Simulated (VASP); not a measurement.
# TaS₂ (relaxed from the cotunnite structure, space group Pnma): computed properties

All values below come from PBEsol GGA, VASP's PBE PAW potentials (set 64) (plane waves; VASP 6.6.1).

| Property | Result |
|---|---|
| space group | Pnma (62) |
| cell | a = 6.737 Å, b = 3.351 Å, c = 8.547 Å, α = 90.00°, β = 90.00°, γ = 90.00° |
| volume per atom | 16.08 Å³/atom |
| band gap (over mesh and band path) | none (metal, semimetal or under 0.01 eV) |
| density | 8.44 g/cm³ |

```yaml
crystal:
  lattice:
    - [6.73709, 0.00000, 0.00000]
    - [0.00000, 3.35125, 0.00000]
    - [0.00000, 0.00000, 8.54693]
  atoms:
    - { symbol: Ta, position: [0.74870, 0.25000, 0.59150] }
    - { symbol: Ta, position: [0.24870, 0.25000, 0.90850] }
    - { symbol: Ta, position: [0.25130, 0.75000, 0.40850] }
    - { symbol: Ta, position: [0.75130, 0.75000, 0.09150] }
    - { symbol: S, position: [0.62913, 0.25000, 0.89623] }
    - { symbol: S, position: [0.12913, 0.25000, 0.60377] }
    - { symbol: S, position: [0.37087, 0.75000, 0.10377] }
    - { symbol: S, position: [0.87087, 0.75000, 0.39623] }
    - { symbol: S, position: [0.51692, 0.25000, 0.35893] }
    - { symbol: S, position: [0.01692, 0.25000, 0.14107] }
    - { symbol: S, position: [0.48308, 0.75000, 0.64107] }
    - { symbol: S, position: [0.98308, 0.75000, 0.85893] }
```

Unless said otherwise, spin-orbit coupling is left out, though it shifts the bands of the heavy elements here.

The structure was generated: TaS2 was put into the cotunnite type (Pnma), which need not be its known phase. It was relaxed first, which changed the volume by -10 %. Symmetry was kept, so distortions that lower it aren't found.
